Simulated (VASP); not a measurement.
Data:

```yaml
crystal:
  lattice:
    - [1.52235, -2.63678, 0.00000]
    - [1.52235, 2.63678, 0.00000]
    - [0.00000, 0.00000, 4.99781]
  atoms:
    - { symbol: Si, position: [0.66667, 0.33333, 0.49965] }
    - { symbol: Si, position: [0.33333, 0.66667, 0.99965] }
    - { symbol: C, position: [0.66667, 0.33333, 0.87535] }
    - { symbol: C, position: [0.33333, 0.66667, 0.37535] }
```

Calculation: revTPSS meta-GGA, VASP's PBE PAW potentials (set 64) (plane waves; VASP). Settings: 520 eV cut-off, 8×8×5 Γ-centred mesh, Gaussian smearing of 0.050 eV, potentials Si C.

Predict the energy per atom (σ→0), pressure.

```json
{
  "energy per atom (σ→0)": "-8.838 eV/atom",
  "pressure": "72.2 kbar"
}
```

Only differences to runs with the same potentials and settings are physical.

The compound is SiC in the wurtzite structure, the rare 2H polytype. This cell is one point of a volume scan, at 0.97 of the reference volume.
